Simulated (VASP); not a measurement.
# Nb2BS (P6_3/mmc) in VASP: notebook

Runs on Nb2BS. Level: LDA. Tasks: single point.

Everything below comes from runs of VASP 6.6.1. Logs are shortened: lines on timing, memory, paths and dates and some standing lists are left out, and cuts for length are marked.

## 1. The structure

It takes space group P6_3/mmc (No. 194, hexagonal). The conventional cell has a = 3.373 Å, b = 3.373 Å, c = 11.698 Å, α = 90.00°, β = 90.00°, γ = 120.00°. Nb (site symmetry 3m) is surrounded by 3 B at 2.27 Å. S (site symmetry -6m2) is surrounded by 6 Nb at 2.62 Å. Around B (site symmetry -3m) lie 6 Nb at 2.27 Å.

The cell comes from a database or a generator and needn't be the stable form of this composition.

## 2. Single point, LDA

Contents of INCAR:

```
  PREC = Accurate
  ENCUT = 520
  EDIFF = 1E-6
  ISMEAR = 0
  SIGMA = 0.02
  LREAL = False
  LASPH = True
  NELM = 100
  ALGO = Normal
  ISIF = 2
  LWAVE = False
  LCHARG = False
  NBANDS = 41
```

Contents of KPOINTS:

```
Automatic mesh
0
Gamma
  9 9 3
```

Contents of POSCAR:

```
Nb2BS
1.0
    3.3730089166      0.0000000000      0.0000000000
   -1.6865044583      2.9211114090      0.0000000000
    0.0000000000      0.0000000000     11.6977960000
Nb S B
4 2 2
Direct
    0.3333333333      0.6666666667      0.3997840000
    0.6666666667      0.3333333333      0.8997840000
    0.6666666667      0.3333333333      0.6002160000
    0.3333333333      0.6666666667      0.1002160000
    0.6666666667      0.3333333333      0.2500000000
    0.3333333333      0.6666666667      0.7500000000
    0.0000000000      0.0000000000      0.5000000000
    0.0000000000      0.0000000000      0.0000000000
```

Potentials or basis: VASP PAW LDA potentials, release 64 (Nb_pv, S, B).

On the command line:

```
$ cat potpaw_LDA.64/Nb_pv/POTCAR potpaw_LDA.64/S/POTCAR potpaw_LDA.64/B/POTCAR > POTCAR
$ mpirun -np 1 vasp_std > vasp.out
```

OUTCAR:

```text
PREC = Accurate
   ENCUT = 520
   EDIFF = 1E-6
   ISMEAR = 0
   LREAL = False
   LASPH = True
   NELM = 100
   ISIF = 2

 ion  position               nearest neighbor table
   1  0.333  0.667  0.400-   7 2.27   7 2.27   7 2.27   5 2.62   5 2.62   5 2.62   3 3.05   3 3.05
                             3 3.05   4 3.50
   2  0.667  0.333  0.900-   8 2.27   8 2.27   8 2.27   6 2.62   6 2.62   6 2.62   4 3.05   4 3.05
                             4 3.05   3 3.50
   3  0.667  0.333  0.600-   7 2.27   7 2.27   7 2.27   6 2.62   6 2.62   6 2.62   1 3.05   1 3.05
                             1 3.05   2 3.50
   4  0.333  0.667  0.100-   8 2.27   8 2.27   8 2.27   5 2.62   5 2.62   5 2.62   2 3.05   2 3.05
                             2 3.05   1 3.50
   5  0.667  0.333  0.250-   1 2.62   4 2.62   1 2.62   4 2.62   1 2.62   4 2.62
   6  0.333  0.667  0.750-   2 2.62   3 2.62   2 2.62   3 2.62   2 2.62   3 2.62
   7  0.000  0.000  0.500-   1 2.27   3 2.27   3 2.27   1 2.27   3 2.27   1 2.27
   8  0.000  0.000  0.000-   2 2.27   4 2.27   2 2.27   4 2.27   2 2.27   4 2.27

  LATTYP: Found a hexagonal cell.
 ALAT       =     3.3730089166
 C/A-ratio  =     3.4680596136

  Lattice vectors:

 A1 = (   3.3730089166,   0.0000000000,   0.0000000000)
 A2 = (  -1.6865044583,   2.9211114090,   0.0000000000)
 A3 = (   0.0000000000,   0.0000000000,  11.6977960000)

Analysis of symmetry for initial positions (statically):
=====================================================================
 Subroutine PRICEL returns:
 Original cell was already a primitive cell.

 Routine SETGRP: Setting up the symmetry group for a
 hexagonal supercell.

 Subroutine GETGRP returns: Found 24 space group operations
 (whereof 12 operations were pure point group operations)
 out of a pool of 24 trial point group operations.

The static configuration has the point symmetry D_3d.
 The point group associated with its full space group is D_6h.

Analysis of symmetry for dynamics (positions and initial velocities):
=====================================================================
 Subroutine PRICEL returns:
 Original cell was already a primitive cell.

 Routine SETGRP: Setting up the symmetry group for a
 hexagonal supercell.

 Subroutine GETGRP returns: Found 24 space group operations
 (whereof 12 operations were pure point group operations)
 out of a pool of 24 trial point group operations.

The dynamic configuration has the point symmetry D_3d.
 The point group associated with its full space group is D_6h.

 Subroutine INISYM returns: Found 24 space group operations
[... 116 lines left out ...]
   POTIM  = 0.5000    time-step for ionic-motion
   TEBEG  =    0.0;   TEEND  =   0.0 temperature during run
   PSTRESS=    0.0 pullay stress
   NELECT =      62.0000    total number of electrons
   NUPDOWN=      -1.0000    fix difference up-down
   EMIN   =  10.00;   EMAX   =-10.00  energy-range for DOS
   EFERMI =   0.00;   METHOD = LEGACY
   ISMEAR =     0;   SIGMA  =   0.02  broadening in eV -4-tet -1-fermi 0-gaus
   EFERMI_NEDOS =   21; number of points for ismear=-14 and -15
   IALGO  =     38    algorithm
   IMIX   =      4    mixing-type and parameters
     AMIX     =   0.40;   BMIX     =  1.00
     AMIX_MAG =   1.60;   BMIX_MAG =  1.00
  volume/ion in A,a.u.               =      14.41        97.22
  Fermi-wavevector in a.u.,A,eV,Ry     =   1.331421  2.516021 24.118813  1.772683
  Thomas-Fermi vector in A             =   2.460434
   LORBIT       =      0    0 simple, 1 ext, 2 COOP (PROOUT), +10 PAW based schemes
   GGA     = CA    functional components
   LHFCALC =     F    Hartree Fock is set to
   AEXX    =    0.0000 exact exchange contribution
   IVDW    =     0    specifies the selected vdW correction
   LEPSILON=     F    determine dielectric tensor
   LRPA    =     F    only Hartree local field effects (RPA)
 non-spin polarized calculation
 Gauss-broadening in eV      SIGMA  =   0.02
  energy-cutoff  :      520.00
  volume of cell :      115.26
 maximum number of plane-waves:      3128
 NGX is ok and might be reduce to    28
   NGX = 13   NGY = 13   NGZ = 43

 number of electron      61.9999994 magnetization

 Free energy of the ion-electron system (eV)
  ---------------------------------------------------
  ext. energy  EPLUGINS =         0.00000000
  ---------------------------------------------------
  free energy    TOTEN  =       -76.37902232 eV

  energy without entropy =      -76.37828098  energy(sigma->0) =      -76.37865165

 E-fermi :   6.8151     XC(G=0): -12.2555

 val. band max:        6.8049985114   @ k =   0.2222  -0.0000   0.3333
 cond. band min:       6.8740553781   @ k =   0.0000   0.0000   0.3333
 fundamental gap:      0.0690568668
 Fermi energy:         6.8151067986

 k-point     1 :       0.0000    0.0000    0.0000
  band No.  band energies     occupation
      1     -24.9419      2.00000
      2     -24.8443      2.00000
      3     -24.4917      2.00000
      4     -24.4141      2.00000
      5     -24.4141      2.00000
      6     -24.4064      2.00000
[... 1045 lines left out ...]
     40       9.7278      0.00000
     41      10.8612      0.00000

------------------------ aborting loop because EDIFF is reached ----------------------------------------

  FORCE on cell =-STRESS in cart. coord.  units (eV):
  Direction    XX          YY          ZZ          XY          YZ          ZX
  --------------------------------------------------------------------------------------
  -------------------------------------------------------------------------------------
  Total       -6.2158834     -6.2158834     -6.9423511      0.0000000     -0.0000000      0.0000000
  in kB      -86.4059773    -86.4059773    -96.5044862      0.0000000     -0.0000000      0.0000000
  external PRESSURE =     -89.7721469 kB  Pullay stress =       0.0000000 kB

 VOLUME and BASIS-vectors are now :
 -----------------------------------------------------------------------------
  energy-cutoff  :      520.00
  volume of cell :      115.26
      direct lattice vectors                 reciprocal lattice vectors
     3.373008917  0.000000000  0.000000000     0.296471200  0.171167727  0.000000000
    -1.686504458  2.921111409  0.000000000     0.000000000  0.342335454  0.000000000
     0.000000000  0.000000000 11.697796000     0.000000000  0.000000000  0.085486189

 POSITION                                       TOTAL-FORCE (eV/Angst)
 -----------------------------------------------------------------------------------
     -0.00000      1.94741      4.67659         0.000000      0.000000     -0.225422
      1.68650      0.97370     10.52549        -0.000000      0.000000     -0.225422
      1.68650      0.97370      7.02120        -0.000000     -0.000000      0.225422
     -0.00000      1.94741      1.17231         0.000000      0.000000      0.225422
      1.68650      0.97370      2.92445        -0.000000     -0.000000      0.000000
     -0.00000      1.94741      8.77335         0.000000      0.000000      0.000000
      0.00000      0.00000      5.84890         0.000000      0.000000      0.000000
      0.00000      0.00000      0.00000         0.000000      0.000000      0.000000
 -----------------------------------------------------------------------------------
    total drift:                               -0.000000      0.000000     -0.000000

  FREE ENERGIE OF THE ION-ELECTRON SYSTEM (eV)
  ---------------------------------------------------
  free  energy   TOTEN  =       -76.3790223202 eV

  energy  without entropy=      -76.3782809847  energy(sigma->0) =      -76.37865165
```

stdout:

```text
POSCAR found type information on POSCAR NbS B
 POSCAR found :  3 types and       8 ions
 scaLAPACK will be used
 LDA part: xc-table for (Slater(with rela. corr.)+CA(PZ))
 , standard interpolation
 POSCAR, INCAR and KPOINTS ok, starting setup
 FFT: planning ... GRIDC
 FFT: planning ... GRID_SOFT
 FFT: planning ... GRID
 WAVECAR not read
 entering main loop
```

It took 72 s on 1 thread of Intel Xeon 6975P-C (Granite Rapids), shared host; peak memory 0.26 GiB.

What came out:

* Free energy: -76.3790 eV
* Pressure: -9.0 GPa
* Largest force: 0.225 eV/Å
* Band gap on the k mesh: none (metal or under the smearing width)

Forces in eV/Å, atoms in the order of the input:
```
Nb   0.000  0.000 -0.225
Nb   0.000  0.000 -0.225
Nb   0.000  0.000  0.225
Nb   0.000  0.000  0.225
S    0.000  0.000  0.000
S    0.000  0.000  0.000
B    0.000  0.000  0.000
B    0.000  0.000  0.000
```

Stress tensor (GPa, compression positive):
```
-8.64  0.00  0.00
 0.00 -8.64  0.00
 0.00  0.00 -9.65
```

## 3. Single point, LDA

Contents of run.py:

```python
from ase.calculators.vasp import Vasp
from ase.dft.bandgap import bandgap
from ase.spacegroup import crystal

atoms = crystal(
    ['Nb', 'S', 'B'],
    basis=[[0.3333333333, 0.6666666667, 0.399784], [0.6666666667, 0.3333333333, 0.25], [0.0, 0.0, 0.5]],
    spacegroup=194,
    setting=1,
    cellpar=[3.37300892, 3.37300892, 11.697796, 90.0, 90.0, 120.0],
    primitive_cell=True,
)
calc = Vasp(
    directory='calc',
    xc='lda',
    pp='LDA',
    setups='materialsproject',
    prec='Accurate',
    encut=520,
    ediff=1e-06,
    ismear=0,
    sigma=0.02,
    lreal=False,
    lasph=True,
    nelm=60,
    algo='Fast',
    isif=2,
    lwave=False,
    lcharg=True,
    lelf=True,
    lvhar=True,
    kpts=[9, 9, 3],
    gamma=True,
)
atoms.calc = calc

print('energy (eV):', atoms.get_potential_energy())
print('free energy (eV):', atoms.get_potential_energy(force_consistent=True))
print('forces (eV/A):')
print(atoms.get_forces())
print('stress (eV/A^3, Voigt):', atoms.get_stress())
print('Fermi level (eV):', calc.get_fermi_level())
gap, top, bottom = bandgap(calc)
print('band gap (eV):', gap, 'from (spin, k, band)', top, 'to', bottom)
```

Potentials or basis: VASP PAW LDA potentials, release 64 (Nb_pv, S, B).

On the command line:

```
$ python run.py
```

It took 2.4 min on 1 thread of Intel Xeon 6975P-C (Granite Rapids), shared host; peak memory 0.25 GiB.

It converged, with:

* Free energy: -76.3790 eV
* Pressure: -9.0 GPa
* Largest force: 0.225 eV/Å
* Band gap on the k mesh: none (metal or under the smearing width)

Forces in eV/Å, atoms in the order of the input:
```
Nb   0.000  0.000 -0.225
Nb   0.000  0.000 -0.225
Nb   0.000  0.000  0.225
Nb   0.000  0.000  0.225
S    0.000  0.000  0.000
S    0.000  0.000  0.000
B    0.000  0.000  0.000
B    0.000  0.000  0.000
```

Stress tensor (GPa, compression positive):
```
-8.65  0.00  0.00
 0.00 -8.65  0.00
 0.00  0.00 -9.66
```

Levels at points of the mesh, in eV from the Fermi level:
| k point | band 27 | band 28 | band 29 | band 30 | band 31 | band 32 | band 33 | band 34 | band 35 | band 36 |
| --- | --- | --- | --- | --- | --- | --- | --- | --- | --- | --- |
| (0.00, 0.00, 0.00) | -1.20 | -1.11 | -1.11 | -0.87 | -0.87 | -0.87 | -0.87 | 0.27 | 0.27 | 0.43 |
